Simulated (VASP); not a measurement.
Consider the following.

```
CoGa
1.0
    2.83375     0.00000     0.00000
    0.00000     2.83375     0.00000
    0.00000     0.00000     2.83375
Ga Co
1 1
Direct
  0.50000   0.50000   0.50000
  0.00000   0.00000   0.00000
```

Calculation: revTPSS meta-GGA, VASP's PBE PAW potentials (set 64) (plane waves; VASP). Numerical set-up: 520 eV cut-off, 14×14×14 Γ-centred mesh, tetrahedra with Blöchl corrections, potentials Ga_d Co.

Question: Give the energies of bands 6 to 14 at the high-symmetry points, in eV from the Fermi level.

Answer: 
| band | Γ | X | M | R |
|---|---|---|---|---|
| 6 | -12.58 | -8.24 | -6.33 | -4.49 |
| 7 | -2.81 | -7.29 | -3.43 | -4.49 |
| 8 | -2.81 | -2.58 | -3.43 | -4.49 |
| 9 | -0.92 | -2.01 | -2.70 | -0.25 |
| 10 | -0.92 | -2.01 | -1.44 | -0.25 |
| 11 | -0.92 | -0.92 | -1.44 | 0.97 |
| 12 | 5.29 | 0.09 | -0.29 | 3.78 |
| 13 | 5.29 | 11.02 | 2.40 | 3.78 |
| 14 | 5.29 | 11.02 | 3.30 | 3.78 |

It has no gap at this level: it comes out as a metal or semimetal.

The compound is CoGa in the CsCl type structure. It was relaxed first. The run is not spin-polarised, so no magnetic state was tried.
